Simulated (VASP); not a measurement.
Ni₃Al (L1_2) relaxed at rising pressure, in one space group throughout; other phases were not tried. The pressures are those reached. Computed with PBEsol GGA, VASP's PBE PAW potentials (set 64) (plane waves; VASP).

```
P (GPa)  V (Å³/atom)  k-mesh
-------  -----------  ------
-0.06         10.890   9×9×9
5.00          10.635   9×9×9
10.11         10.412   9×9×9
19.86         10.036   9×9×9
30.17          9.719   9×9×9
```

Fit an equation of state and predict the volume at 45.05 GPa.

Least squares on the third-order Birch-Murnaghan form, P = (3B0/2)(y⁷ − y⁵)[1 + (3/4)(B′ − 4)(y² − 1)] with y = (V0/V)^(1/3), gives V0 = 10.888 Å³/atom, B0 = 200 GPa and B′ = 4.9, and so 9.336 Å³/atom. The run gave 9.320 Å³/atom, -0.2 % from the fit.

Pressures at which the relaxation failed are left out.

The compound is Ni3Al in the L1_2 structure.
